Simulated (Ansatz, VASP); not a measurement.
# Te3PbC: VASP beside Ansatz

```xyz
5
Lattice="4.9866 0.0000 0.0000 0.0000 4.9866 0.0000 0.0000 0.0000 4.9866" Properties=species:S:1:pos:R:3 pbc="T T T"
Pb    0.0000    0.0000    0.0000
C     2.4933    2.4933    2.4933
Te    2.4933    2.4933    0.0000
Te    2.4933    0.0000    2.4933
Te    0.0000    2.4933    2.4933
```

The cell comes from a database or a generator and needn't be the stable form of this composition.

Alike in both runs: task single point; functional PBE; k mesh 4 × 4 × 4; occupations gaussian, width 0.05 eV; no spin polarisation.

```csv
,VASP,Ansatz
version,VASP 6.6.1,Ansatz 0.2.0
potentials or method,"VASP PAW PBE potentials, release 64 (Pb_d, C, Te)","scalar-relativistic, plane waves, PAW"
plane-wave cutoff (eV),520,420
valence electrons in the cell,36,66
```

|  | VASP | Ansatz | Ansatz less VASP |
| --- | --- | --- | --- |
| gap on the k mesh at the Fermi level (eV) | none | none | - |
| pressure (GPa) | -0.1 | 0.0 | +0.10 |

A gap of «none» marks a metal or a gap that the smearing closes. The two sets of potentials don't hold the same shells in valence.

Spin-orbit coupling is left out, which matters for the levels of Pb, Te.
